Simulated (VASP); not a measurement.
OSZICAR of a VASP run on Sr (fcc):

**OSZICAR**
```
       N       E                     dE             d eps       ncg     rms          rms(c)
DAV:   1     0.381518705119E+02    0.38152E+02   -0.49153E+03   522   0.967E+02
DAV:   2    -0.206336145212E+00   -0.38358E+02   -0.38009E+02   573   0.164E+02
DAV:   3    -0.161965777885E+01   -0.14133E+01   -0.14111E+01   746   0.271E+01
DAV:   4    -0.168793661734E+01   -0.68279E-01   -0.68263E-01   820   0.515E+00
DAV:   5    -0.169031221899E+01   -0.23756E-02   -0.23754E-02   757   0.519E-01    0.116E+01
DAV:   6    -0.168736545130E+01    0.29468E-02   -0.76775E-03   636   0.121E+00    0.645E+00
DAV:   7    -0.168485537408E+01    0.25101E-02   -0.13891E-02   581   0.156E+00    0.306E-01
DAV:   8    -0.168479841598E+01    0.56958E-04   -0.21644E-03   839   0.278E-01    0.140E-01
DAV:   9    -0.168481590557E+01   -0.17490E-04   -0.23230E-05   698   0.572E-02    0.402E-02
DAV:  10    -0.168482875268E+01   -0.12847E-04   -0.14723E-05   696   0.454E-02    0.416E-02
DAV:  11    -0.168482837395E+01    0.37873E-06   -0.78650E-07   798   0.911E-03    0.939E-03
DAV:  12    -0.168482808827E+01    0.28568E-06   -0.12057E-07   630   0.357E-03    0.569E-03
DAV:  13    -0.168482809959E+01   -0.11321E-07   -0.10040E-08   322   0.790E-04
   1 F= -.16848281E+01 E0= -.16841094E+01  d E =-.143736E-02
```

Problem. Which electronic solver shows in the log?

Solution. It is blocked Davidson (ALGO = Normal, or the opening steps of other solvers). The INCAR had ALGO = Normal.

Problem. Can the final energy be trusted as converged?

Solution. The calculation finished and met its thresholds. It stopped with EDIFF = 1E-7, NELM = 100 (AM05 GGA, plane waves, VASP's PBE PAW potentials (set 64)).

The compound is Sr in the fcc structure. This cell is one point of a volume scan, at 1.06 of the reference volume.
